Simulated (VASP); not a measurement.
Input:

```
CELL_PARAMETERS angstrom
     -2.41285     2.41285     2.41285
      2.41285    -2.41285     2.41285
      2.41285     2.41285    -2.41285
ATOMIC_POSITIONS crystal
  Sr 0.00000 0.00000 0.00000
```

All values below come from r2SCAN meta-GGA, VASP's PBE PAW potentials (set 64) (plane waves; VASP). Settings: 400 eV cut-off, 10×10×10 Γ-centred mesh, first-order Methfessel-Paxton smearing of 0.10 eV, potentials Sr_sv.

The ions, cell shape and volume are relaxed. Predict the relaxed structure.

```
CELL_PARAMETERS angstrom
     -2.39986     2.39986     2.39986
      2.39986    -2.39986     2.39986
      2.39986     2.39986    -2.39986
ATOMIC_POSITIONS crystal
  Sr 0.00000 0.00000 0.00000
```
Space group Im-3m (229), at a tolerance of 0.03 Å.

How do energy and volume change from the first to the last step?

The energy (σ→0) changes by -0.6 meV/atom and the volume by -1.6 %, in 3 ionic steps.

The structure was generated: Sr was put into the bcc type (Im-3m), which need not be its known phase. This run relaxes it. Symmetry was kept, so distortions that lower it aren't found.
